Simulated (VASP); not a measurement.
Here is the system:

```
CELL_PARAMETERS angstrom
      0.00000     3.27276     3.27276
      3.27276     0.00000     3.27276
      3.27276     3.27276     0.00000
ATOMIC_POSITIONS crystal
  Cd 0.00000 0.00000 0.00000
  Te 0.25382 0.24618 0.25382
```

These are r2SCAN meta-GGA, VASP's PBE PAW potentials (set 64) (plane waves; VASP) values and carry that method's errors. Settings: 480 eV cut-off, 6×6×6 Γ-centred mesh, Gaussian smearing of 0.050 eV, potentials Cd Te.

### Question
Give the force on each atom (eV/Å).

### Answer

```csv
atom,Fx,Fy,Fz
Cd1,0.000,0.105,0.000
Te2,0.000,-0.105,0.000
```

### Question
Give the stress tensor in GPa (positive for a compressed cell).

### Answer

```
 0.34   0.00  -0.32
 0.00   0.33   0.00
-0.32   0.00   0.34
```
The pressure is its mean diagonal, 0.34 GPa.

The compound is CdTe in the zinc blende structure. This cell was strained or had an atom moved on purpose.
